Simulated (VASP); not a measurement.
```yaml
crystal:
  lattice:
    - [4.08444, 0.00000, 0.00000]
    - [0.00000, 4.08444, 0.00000]
    - [0.00000, 0.00000, 4.08444]
  atoms:
    - { symbol: Sc, position: [0.00000, 0.00000, 0.00000] }
    - { symbol: Al, position: [0.00000, 0.50000, 0.50000] }
    - { symbol: Al, position: [0.50000, 0.00000, 0.50000] }
    - { symbol: Al, position: [0.50000, 0.50000, 0.00000] }
```

These are vdW-DF-cx, VASP's PBE PAW potentials (set 64) (plane waves; VASP) values and carry that method's errors. Run with 520 eV cut-off, Gaussian smearing of 0.050 eV, potentials Sc_sv Al.

**Question.** Give the energies of bands 5 to 13 at the high-symmetry points, in eV from the Fermi level.

**Answer.** 
| band | Γ | X | M | R |
|---|---|---|---|---|
| 5 | -9.99 | -8.12 | -6.72 | -4.75 |
| 6 | -2.57 | -7.29 | -5.59 | -4.75 |
| 7 | -2.57 | -1.70 | -5.59 | -4.75 |
| 8 | -1.79 | -1.70 | -4.33 | -4.45 |
| 9 | -1.79 | -1.45 | -0.52 | -2.92 |
| 10 | -1.79 | 0.96 | -0.52 | -2.92 |
| 11 | 1.31 | 1.03 | 1.22 | -2.92 |
| 12 | 1.32 | 1.03 | 1.42 | 1.00 |
| 13 | 1.32 | 1.40 | 2.12 | 2.65 |

It has no gap at this level: it comes out as a metal or semimetal.

The compound is Al3Sc in the L1_2 structure. It was relaxed first.
